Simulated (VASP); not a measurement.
Data:

```yaml
crystal:
  lattice:
    - [2.18500, -3.78453, 0.00000]
    - [2.18500, 3.78453, 0.00000]
    - [0.00000, 0.00000, 4.95000]
  atoms:
    - { symbol: Se, position: [0.00000, 0.22500, 0.66667] }
    - { symbol: Se, position: [0.77500, 0.77500, 0.00000] }
    - { symbol: Se, position: [0.22500, 0.00000, 0.33333] }
```

Calculation: PBE GGA, VASP's PBE PAW potentials (set 64) (plane waves; VASP). Run with EDIFF = 1E-5, 400 eV cut-off, 6×6×5 Γ-centred mesh, Gaussian smearing of 0.050 eV, potentials Se.

Q: Predict the energy per atom (σ→0), pressure, largest force.

A: 
```json
{
  "energy per atom (σ→0)": "-3.489 eV/atom",
  "pressure": "2.97 GPa",
  "largest_force": "0.453 eV/Å"
}
```

Only differences to runs with the same potentials and settings are physical.

The compound is Se in the trig structure. The cell was not relaxed at this level. The run is one of a series of settings (EDIFF = 1E-5 against the base run), some of them coarse on purpose.
